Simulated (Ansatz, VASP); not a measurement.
# Si (amorphous Si): VASP beside Ansatz

Aim: how closely do two programs agree when they are given the same cell, functional and k mesh? Of the first pair: The structure shown is the start of the Ansatz relaxation below; VASP solves that cell, so the two are compared at the walk's first step.

Method: plane waves, with VASP 6.6.1 beside it; single point at PBE, in Ansatz 0.2.0.

## 1. The starting structure

The cell holds 169 atoms: 169 Si. Its edges and angles: a = 15.077 Å, b = 15.081 Å, c = 14.922 Å, α = 89.8°, β = 89.6°, γ = 88.1°. As first built, before any earlier steps moved the atoms (in the runner's words): 169 atoms (169 Si) placed at random at 2.26 g/cm^3, melted at 2500 K for 20 ps at fixed volume with the modified Tersoff potential (Kumagai, Izumi, Hara and Sakai, Comput. Mater. Sci. 39, 457 (2007)). Quenched from 2500 K to 300 K at 20 K/ps and fixed volume, held 5 ps. The density is a measured one.

## 2. Ansatz: relaxation, PBE

Ansatz runs on its default PAW (the set named soft_2) files.

The two programs are compared at the cell with which this relaxation starts, whose forces are those of its first step.

Contents of input.yaml:

```yaml
crystal:
  lattice:
    - [15.07535, 0.24433, 0.04732]
    - [0.24433, 15.0794, 0.02698]
    - [0.04732, 0.02698, 14.92196]
  atoms:
    - { symbol: Si, position: [0.94771, 0.86615, 0.33504] }
    - { symbol: Si, position: [0.31643, 0.97114, 0.30202] }
    - { symbol: Si, position: [0.15111, 0.48438, 0.68563] }
    - { symbol: Si, position: [0.72117, 0.79639, 0.49016] }
    - { symbol: Si, position: [0.43808, 0.63262, 0.84988] }
    - { symbol: Si, position: [0.49003, 0.39027, 0.92356] }
    - { symbol: Si, position: [0.60767, 0.01579, 0.47445] }
    - { symbol: Si, position: [0.52756, 0.45487, 0.37925] }
    - { symbol: Si, position: [0.25187, 0.8703, 0.64524] }
    - { symbol: Si, position: [0.19732, 0.264, 0.0388] }
    - { symbol: Si, position: [0.90762, 0.50795, 0.04856] }
    - { symbol: Si, position: [0.61834, 0.68692, 0.68893] }
    - { symbol: Si, position: [0.73747, 0.31241, 0.44951] }
    - { symbol: Si, position: [0.12876, 0.12572, 0.33281] }
    - { symbol: Si, position: [0.9422, 0.64988, 0.10112] }
    - { symbol: Si, position: [0.87412, 0.52744, 0.71106] }
    - { symbol: Si, position: [0.33362, 0.18486, 0.41697] }
    - { symbol: Si, position: [0.34658, 0.02941, 0.44259] }
    - { symbol: Si, position: [0.99164, 0.35355, 0.528] }
    - { symbol: Si, position: [0.47262, 0.74132, 0.95593] }
    - { symbol: Si, position: [0.90159, 0.47211, 0.30464] }
    - { symbol: Si, position: [0.56488, 0.99112, 0.87015] }
    - { symbol: Si, position: [0.77584, 0.43164, 0.88009] }
    - { symbol: Si, position: [0.64567, 0.58042, 0.00015] }
    - { symbol: Si, position: [0.75937, 0.51638, 0.33849] }
    - { symbol: Si, position: [0.93075, 0.49378, 0.56893] }
    - { symbol: Si, position: [0.37847, 0.24791, 0.71658] }
    - { symbol: Si, position: [0.84837, 0.68932, 0.88324] }
    - { symbol: Si, position: [0.13788, 0.88174, 0.45155] }
    - { symbol: Si, position: [0.18261, 0.17165, 0.84243] }
[... 133 atom lines left out ...]
    - { symbol: Si, position: [0.32146, 0.07314, 0.18516] }
    - { symbol: Si, position: [0.72336, 0.94395, 0.26075] }
    - { symbol: Si, position: [0.80086, 0.1669, 0.79398] }
    - { symbol: Si, position: [0.20749, 0.94517, 0.77807] }
    - { symbol: Si, position: [0.59335, 0.12385, 0.35961] }
    - { symbol: Si, position: [0.35893, 0.28201, 0.56343] }
kpoints:
  mp_grid: { grid: [1, 1, 1] }
hamiltonian:
  xc: pbe
scf:
  occupations: { method: gaussian, width: 0.025 }
output:
  forces: true
  eigenvalues: true
  stress: true
relax:
  f_tol: 0.05
  max_steps: 70
```

Started as:

```
$ ansatz run input.yaml --threads 4 --pin off --max-ram 15872MiB --backend cpu --events-out ev --progress --plain --runs-dir out
```

Numbers of over 12 decimals in the logs are rounded to 6 here.

The program printed:

```text
Warning: output.stress: scf.convergence.dr2_threshold = 1e-7 eV (the SCF's general default) is looser than the 1.08e-8 eV advised for a printed stress (1e-10 eV for each atom of the cell: 169, of which 108 are counted). What an SCF threshold leaves in a stress goes as its square root, and in the free energy as the threshold itself, and one threshold admits the most on a small cell: [figures from the program's tests c [...]
Engine: ansatz 0.2.0, aarch64-unknown-linux-gnu
Pseudopotentials: kind: paw
Pseudopotential: Si, paw, valence charge 4, recommended cutoff 420 eV (normal), Si.paw.azcp
Functional definition: PBE
  parameter kappa = 0.804
  parameter beta = 0.066725
  exchange = pbe_x(kappa = kappa, mu = beta*pi^2/3)
  correlation = pbe_c(beta = beta)
Crystal: 169 atoms, lattice volume = 3391.233 Å³
Basis set: ecut = 420 eV, 66243 PW (Γ), exchange–correlation on 216×216×200 points (8 copies of the dense FFT grid, shifted against one another)
Bands: 507, of which v1, the nominal top of the filled ones, is band 338 counted from 1 (337 counted from 0)
Symmetry: 1 space group operations
Space group: P1 (ITA 1), of the structure as read, at distance tolerance 1.5e-4 Å
k-points: 1
Non-local potential: Si, projectors of the file, l = 0: 2, l = 1: 2, l = 2: 2
PAW form: soft (Blöchl's): semilocal exchange-correlation on the pseudo side does not see the compensation charge
PAW one-centre angular grid: Si, 110 points (default); XC on 64 Gauss nodes
Initial density: superposition of atomic densities (neutral atoms: chi_scale 0, normalization atom), corrected by the library's trained network
Initial wavefunctions: pseudopotential atomic-orbital guess
Functional: x = pbe(κ = 0.804, μ = 0.219515), c = pbe(β = 0.066725)
SCF iter   1: F=—  HF=-107410.391363 eV  |F-HF|=—  |Δ(HF+E_count)|=         —  Δρ=3.59e-3  dr2=1.89e0  ethr=1.77e-3  ⟨swp⟩=6.0  Hψ=2352  notcnv=0  defer=82
preconditioner: auto → Resta (q_TF=auto, 2.085 Å⁻¹)  ε∞=5.7  [insulator: Δε(μ)=0.174 eV  Ē_g=7.672 eV  σ=0.025 eV  W_gap=1.00  n_scr=492 (ndim 8)  ℏωp=16.6 eV  f_vac=0.005  D(μ)=0.00/eV (n_scr^D=0)  ε∞_Penn≈5.7]
SCF iter   2: F=—  HF=-107410.202805 eV  |F-HF|=—  |Δ(HF+E_count)|=   1.89e-1  Δρ=1.86e-3  dr2=2.96e-1  ethr=2.79e-4  ⟨swp⟩=1.0  Hψ=584  notcnv=0  defer=137
SCF iter   3: F=—  HF=-107410.171795 eV  |F-HF|=—  |Δ(HF+E_count)|=   3.10e-2  Δρ=4.61e-4  dr2=1.19e-2  ethr=4.38e-5  ⟨swp⟩=4.0  Hψ=665  notcnv=0  defer=161
SCF iter   4: F=—  HF=-107410.176787 eV  |F-HF|=—  |Δ(HF+E_count)|=   4.99e-3  Δρ=1.36e-4  dr2=2.09e-3  ethr=1.75e-6  ⟨swp⟩=3.0  Hψ=845  notcnv=0  defer=161
SCF iter   5: F=—  HF=-107410.178021 eV  |F-HF|=—  |Δ(HF+E_count)|=   1.23e-3  Δρ=5.31e-5  dr2=4.15e-4  ethr=3.10e-7  ⟨swp⟩=2.0  Hψ=526  notcnv=0  defer=161
SCF iter   6: F=—  HF=-107410.178317 eV  |F-HF|=—  |Δ(HF+E_count)|=   2.97e-4  Δρ=1.91e-5  dr2=5.97e-5  ethr=6.14e-8  ⟨swp⟩=2.0  Hψ=526  notcnv=0  defer=161
SCF iter   7: F=-107410.178368 eV  HF=-107410.178365 eV  |F-HF|=2.63e-6  |Δ(HF+E_count)|=   4.78e-5  Δρ=6.45e-6  dr2=5.91e-6  ethr=8.83e-9  ⟨swp⟩=18.0  Hψ=2967  notcnv=0
SCF 1 converged in 7 iterations: F = -107410.178368 eV  dr2 = 5.91e-6
  greatest PAW one-centre occupation: 0.690 electrons in one spin orbital (limit 2), on the Si atom at site 159 (counted from 0), in its partial waves of l = 0
relax step   1: F+E_penalty+E_count = -107410.17836777 eV  Δ(F+E_penalty+E_count) = +0.000e0 eV  max|allowed force component| = 2.106e-1 eV/Å  Δτ_max = 0.0000 Å  (7 SCF iters, dr2 threshold 6.25e-5 eV, accepted)
Initial density: handed on by an earlier stage of this run
Initial wavefunctions: those handed on with the density
iter 1 solved again at ethr=7.21e-6 eV; its pass at ethr=3.10e-3 eV (dr2=4.88e-2 eV) is discarded
SCF iter   1: F=—  HF=-107410.292380 eV  |F-HF|=—  |Δ(HF+E_count)|=         —  Δρ=1.16e-3  dr2=5.35e-2  ethr=7.21e-6  ⟨swp⟩=3.0  Hψ=1422  notcnv=0  defer=161
[...]
- { symbol: Si, position: [0.791713, 0.837405, 0.623305] }
    - { symbol: Si, position: [0.671983, 0.048742, 0.618693] }
    - { symbol: Si, position: [0.706532, 0.190071, 0.672612] }
    - { symbol: Si, position: [0.660277, 0.974076, 0.995429] }
    - { symbol: Si, position: [0.019871, 0.091165, 0.628811] }
    - { symbol: Si, position: [0.251850, 0.131518, 0.978116] }
    - { symbol: Si, position: [0.288271, 0.629471, 0.899644] }
    - { symbol: Si, position: [0.621929, 0.368411, 0.177047] }
    - { symbol: Si, position: [0.588545, 0.033960, 0.226905] }
    - { symbol: Si, position: [0.945329, 0.232322, 0.613892] }
    - { symbol: Si, position: [0.769969, 0.319195, 0.137692] }
    - { symbol: Si, position: [0.995798, 0.035538, 0.776215] }
    - { symbol: Si, position: [0.468504, 0.968494, 0.517935] }
    - { symbol: Si, position: [0.466037, 0.812574, 0.506284] }
    - { symbol: Si, position: [0.361309, 0.468519, 0.521111] }
    - { symbol: Si, position: [0.923098, 0.668403, 0.744158] }
    - { symbol: Si, position: [0.408901, 0.851281, 0.261155] }
    - { symbol: Si, position: [0.455898, 0.965335, 0.673258] }
    - { symbol: Si, position: [0.793568, 0.935498, 0.922857] }
    - { symbol: Si, position: [0.066893, 0.566354, 0.574990] }
    - { symbol: Si, position: [0.131958, 0.484600, 0.945122] }
    - { symbol: Si, position: [0.619805, 0.365538, 0.555168] }
    - { symbol: Si, position: [0.305883, 0.773841, 0.178273] }
    - { symbol: Si, position: [0.623053, 0.733614, 0.980445] }
[...]
- { symbol: Si, position: [0.765825, 0.842248, 0.148025] }
    - { symbol: Si, position: [0.802570, 0.544181, 0.485161] }
    - { symbol: Si, position: [0.322228, 0.073257, 0.184480] }
    - { symbol: Si, position: [0.723483, 0.945260, 0.259191] }
    - { symbol: Si, position: [0.800446, 0.167289, 0.794670] }
    - { symbol: Si, position: [0.206437, 0.945066, 0.778570] }
    - { symbol: Si, position: [0.592417, 0.125264, 0.360704] }
    - { symbol: Si, position: [0.357776, 0.280647, 0.562796] }
```

## 3. VASP: single point, PBE, start cell, pair 1

The same cell, functional, mesh and smearing now go to VASP, with its own data sets.

Lines of VASP's logs that name or quote its potential files are left out, and so is its time.

Contents of INCAR:

```
SYSTEM = Si
PREC = Accurate
ENCUT = 400
EDIFF = 1E-06
NELM = 120
ISMEAR = 0
SIGMA = 0.025
LREAL = Auto
ALGO = Normal
GGA = PE
NBANDS = 456
LORBIT = 11
LWAVE = .FALSE.
LCHARG = .FALSE.
ISIF = 2
LASPH = .TRUE.
GGA_COMPAT = .FALSE.
EFERMI = MIDGAP
```

Contents of POSCAR:

```
Si
1.0
   15.0753500000      0.2443300000      0.0473200000
    0.2443300000     15.0794000000      0.0269800000
    0.0473200000      0.0269800000     14.9219600000
Si
169
Direct
    0.9477073248      0.8661490001      0.3350421653
    0.3164324094      0.9711419274      0.3020196415
    0.1511080641      0.4843814344      0.6856325144
    0.7211722267      0.7963892066      0.4901626562
    0.4380804084      0.6326202636      0.8498817810
    0.4900279159      0.3902710922      0.9235571175
    0.6076668651      0.0157916165      0.4744496799
    0.5275575971      0.4548701983      0.3792506867
    0.2518698518      0.8703033373      0.6452370020
    0.1973195501      0.2639987100      0.0387978626
    0.9076204146      0.5079466616      0.0485624543
    0.6183381959      0.6869195100      0.6889314238
    0.7374686183      0.3124120658      0.4495102592
    0.1287621514      0.1257185473      0.3328125185
    0.9422023705      0.6498775499      0.1011181700
    0.8741212533      0.5274375347      0.7110598284
    0.3336176435      0.1848573101      0.4169710791
    0.3465770941      0.0294096414      0.4425897469
    0.9916407451      0.3535529863      0.5280028026
    0.4726218076      0.7413181790      0.9559290315
    0.9015932995      0.4721072835      0.3046382078
    0.5648800203      0.9911207504      0.8701490581
    0.7758421048      0.4316414259      0.8800882368
    0.6456685562      0.5804169706      0.0001532851
    0.7593730860      0.5163819458      0.3384900161
    0.9307467124      0.4937823092      0.5689289355
    0.3784668433      0.2479074647      0.7165816291
    0.8483706375      0.6893170692      0.8832390200
    0.1378805066      0.8817412418      0.4515483298
    0.1826091800      0.1716483613      0.8424314139
[... 133 atom lines left out ...]
    0.3214631029      0.0731369528      0.1851576556
    0.7233613530      0.9439517542      0.2607501107
    0.8008604165      0.1668968435      0.7939774941
    0.2074876032      0.9451710488      0.7780667534
    0.5933475726      0.1238527474      0.3596096790
    0.3589326661      0.2820072809      0.5634317978
```

Contents of KPOINTS:

```
Automatic mesh
0
Gamma
1 1 1
0 0 0
```

The projector-augmented-wave data sets are Si (PBE family, release 64).

Started as:

```
$ export OMP_NUM_THREADS=3
$ mpirun -np 1 vasp_gam
```

The program printed:

```text
[banner, memory and clock lines left out]
running    1 mpi-ranks, on    1 nodes
[...]
Offloading initialized ...    1 GPUs detected
[...]
LDA part: xc-table for (Slater+PW92), standard interpolation
 POSCAR, INCAR and KPOINTS ok, starting setup
[...]
entering main loop
       N       E                     dE             d eps       ncg     rms          rms(c)
DAV:   1     0.294372893930E+04    0.29437E+04   -0.25224E+05   912   0.106E+03
DAV:   2    -0.519106548963E+03   -0.34628E+04   -0.32446E+04  1152   0.200E+02
DAV:   3    -0.881936007231E+03   -0.36283E+03   -0.35269E+03  1136   0.579E+01
DAV:   4    -0.893635306523E+03   -0.11699E+02   -0.11562E+02  1120   0.123E+01
[...]
DAV:  17    -0.875040853429E+03   -0.97151E-05   -0.82483E-06  1088   0.340E-03    0.383E-03
DAV:  18    -0.875040855756E+03   -0.23261E-05   -0.14944E-06   704   0.158E-03    0.178E-03
DAV:  19    -0.875040856743E+03   -0.98734E-06   -0.88355E-07   680   0.128E-03
   1 F= -.87504086E+03 E0= -.87504077E+03  d E =-.174832E-03
```

Parts of OUTCAR (step 3):

```text
  FREE ENERGIE OF THE ION-ELECTRON SYSTEM (eV)
  ---------------------------------------------------
  free  energy   TOTEN  =      -875.0408567429 eV

  energy  without entropy=     -875.0406819111  energy(sigma->0) =     -875.04076933
```

The run ends at a pressure of 2.59 GPa, with forces up to 0.28 eV/Å.

## 4. Differences

Known differences besides the potentials themselves: the cutoff is 420 eV in Ansatz and 400 eV in VASP (PREC = Accurate, projectors in real space). Total energies have different zeros and are not compared.

Forces on 8 of the 169 atoms, those with the largest forces and the largest differences (eV/Å; atoms numbered as in POSCAR):

| atom | Ansatz x, y, z | VASP x, y, z |
| --- | --- | --- |
| Si50 | -0.079, -0.123, 0.104 | -0.076, -0.122, 0.102 |
| Si77 | -0.105, 0.050, 0.151 | -0.101, 0.049, 0.147 |
| Si97 | 0.147, 0.030, -0.084 | 0.143, 0.026, -0.083 |
| Si100 | 0.138, 0.022, -0.210 | 0.133, 0.020, -0.201 |
| Si123 | 0.135, 0.113, 0.051 | 0.129, 0.109, 0.050 |
| Si160 | -0.211, -0.207, -0.019 | -0.202, -0.199, -0.015 |
| Si161 | 0.129, -0.132, -0.077 | 0.125, -0.129, -0.075 |
| Si169 | 0.016, -0.079, -0.032 | 0.019, -0.072, -0.028 |

The forces differ by 2.5 meV/Å r.m.s., which is 4.2 % of the r.m.s. force of 0.060 eV/Å (both taken over all components).

## 5. Ansatz: relaxation, PBE

This run makes the geometry at which the two programs are then compared.

The structure compared here is the end of the Ansatz relaxation.

input.yaml is that of step 2.

Started as:

```
$ ansatz run input.yaml --threads 4 --pin off --max-ram 15872MiB --backend cpu --events-out ev --progress --plain --runs-dir out
```

The program printed:

```text
[...]
Crystal: 169 atoms, lattice volume = 3391.233 Å³
Basis set: ecut = 420 eV, 66243 PW (Γ), exchange–correlation on 216×216×200 points (8 copies of the dense FFT grid, shifted against one another)
Bands: 507, of which v1, the nominal top of the filled ones, is band 338 counted from 1 (337 counted from 0)
[... 1 set-up line as in the run before ...]
[...]
k-points: 1
[...]
- { symbol: Si, position: [0.706532, 0.190071, 0.672612] }
    - { symbol: Si, position: [0.660277, 0.974076, 0.995429] }
    - { symbol: Si, position: [0.019871, 0.091165, 0.628811] }
    - { symbol: Si, position: [0.251850, 0.131518, 0.978116] }
    - { symbol: Si, position: [0.288271, 0.629471, 0.899644] }
    - { symbol: Si, position: [0.621929, 0.368411, 0.177047] }
[...]
- { symbol: Si, position: [0.800446, 0.167289, 0.794670] }
    - { symbol: Si, position: [0.206437, 0.945066, 0.778570] }
    - { symbol: Si, position: [0.592417, 0.125264, 0.360704] }
    - { symbol: Si, position: [0.357776, 0.280647, 0.562796] }
```

## 6. VASP: single point, PBE, relaxed cell, pair 2

The same cell, functional, mesh and smearing now go to VASP, with its own data sets.

INCAR, as its differences from that of step 3:

```diff
@@ -2,3 +2,3 @@
 PREC = Accurate
-ENCUT = 400
+ENCUT = 500
 EDIFF = 1E-06
```

Contents of POSCAR:

```
Si
1.0
   15.0753500000      0.2443300000      0.0473200000
    0.2443300000     15.0794000000      0.0269800000
    0.0473200000      0.0269800000     14.9219600000
Si
169
Direct
    0.9478900000      0.8657900000      0.3344200000
    0.3166700000      0.9712400000      0.3020900000
    0.1501700000      0.4824500000      0.6863400000
    0.7219000000      0.7968700000      0.4896200000
    0.4377700000      0.6320100000      0.8492800000
    0.4890700000      0.3907800000      0.9220200000
    0.6088800000      0.0166800000      0.4744900000
    0.5269700000      0.4548100000      0.3794700000
    0.2519100000      0.8699700000      0.6456100000
    0.1965800000      0.2632800000      0.0387200000
    0.9075300000      0.5077900000      0.0482400000
    0.6190300000      0.6862600000      0.6902400000
    0.7374300000      0.3123600000      0.4500100000
    0.1272400000      0.1247200000      0.3335100000
    0.9426700000      0.6496100000      0.1009300000
    0.8751100000      0.5283000000      0.7103800000
    0.3335500000      0.1861400000      0.4168100000
    0.3470900000      0.0306800000      0.4424900000
    0.9929500000      0.3530400000      0.5292100000
    0.4722700000      0.7419100000      0.9549900000
    0.9027600000      0.4730600000      0.3057500000
    0.5662600000      0.9921500000      0.8697800000
    0.7769300000      0.4313000000      0.8791800000
    0.6455000000      0.5792900000      0.9999500000
    0.7587200000      0.5169400000      0.3376100000
    0.9312400000      0.4937100000      0.5679300000
    0.3776200000      0.2481800000      0.7159400000
    0.8487800000      0.6899700000      0.8820100000
    0.1387600000      0.8812900000      0.4514200000
    0.1819500000      0.1722400000      0.8432300000
[... 133 atom lines left out ...]
    0.3222300000      0.0732600000      0.1844800000
    0.7234800000      0.9452600000      0.2591900000
    0.8004500000      0.1672900000      0.7946700000
    0.2064400000      0.9450700000      0.7785700000
    0.5924200000      0.1252600000      0.3607000000
    0.3577800000      0.2806500000      0.5628000000
```

KPOINTS is that of step 3.

Started as:

```
$ export OMP_NUM_THREADS=3
$ mpirun -np 1 vasp_gam
```

The program printed:

```text
[... set-up lines as in an earlier step ...]
 entering main loop
       N       E                     dE             d eps       ncg     rms          rms(c)
DAV:   1     0.325500365577E+04    0.32550E+04   -0.28760E+05   912   0.127E+03
DAV:   2    -0.477137374100E+03   -0.37321E+04   -0.35026E+04  1152   0.215E+02
DAV:   3    -0.879521621596E+03   -0.40238E+03   -0.39028E+03  1144   0.615E+01
DAV:   4    -0.893226288084E+03   -0.13705E+02   -0.13535E+02  1136   0.132E+01
[...]
DAV:  18    -0.875179787022E+03   -0.25251E-05   -0.13509E-06   672   0.155E-03    0.202E-03
DAV:  19    -0.875179788142E+03   -0.11206E-05   -0.95967E-07   688   0.133E-03    0.693E-04
DAV:  20    -0.875179788265E+03   -0.12274E-06   -0.19623E-07   560   0.603E-04
   1 F= -.87517979E+03 E0= -.87517975E+03  d E =-.764676E-04
```

Parts of OUTCAR (step 6):

```text
  FREE ENERGIE OF THE ION-ELECTRON SYSTEM (eV)
  ---------------------------------------------------
  free  energy   TOTEN  =      -875.1797882651 eV

  energy  without entropy=     -875.1797117975  energy(sigma->0) =     -875.17975003
```

The run ends at a pressure of 2.18 GPa, with forces up to 0.051 eV/Å.

## 7. Comparison

What differs besides the data sets and the points named for the pairs above, as far as they apply: the cutoff is 420 eV in Ansatz and 500 eV in VASP (PREC = Accurate, projectors in real space). Total energies have different zeros and are not compared.

The two programs side by side:

| quantity | Ansatz | VASP | difference |
| --- | --- | --- | --- |
| pressure (GPa) | 2.26 | 2.18 | +0.08 |
| gap on the k mesh (eV) | 0.121 | 0.122 | -0.001 |

At this near-relaxed geometry the largest component of a force difference is 10 meV/Å. A gap on the mesh is an upper bound, since the band edges may lie between its points.

## 8. Summary of results

```yaml
r_m_s_force_difference_single_point_pbe_start_cell_pair_1: 2.5 meV/Å
difference_in_gap_on_the_k_mesh_single_point_pbe_relaxed_cell_pair_2: -7.6e-4 eV
```

**Reading.** The r.m.s. force difference is 2.5 meV/Å (single point, PBE, start cell, pair 1), within the 12 meV/Å picked in this series as the mark of a large difference. How closely two codes agree says nothing of how well the functional describes the real material.

[Lines on the potential files, build, host, timing and source positions are cut from VASP's logs without a mark.]

[Logs are printed without paths, hosts, clocks, repeated set-up lines and the standing remarks that a program may print on its own settings, such as how far it seeks lower states.]

[Hosts, paths, dates, database ids (printed as entryN), source tags and the programs' standing remarks are cut or masked in the printed files.]
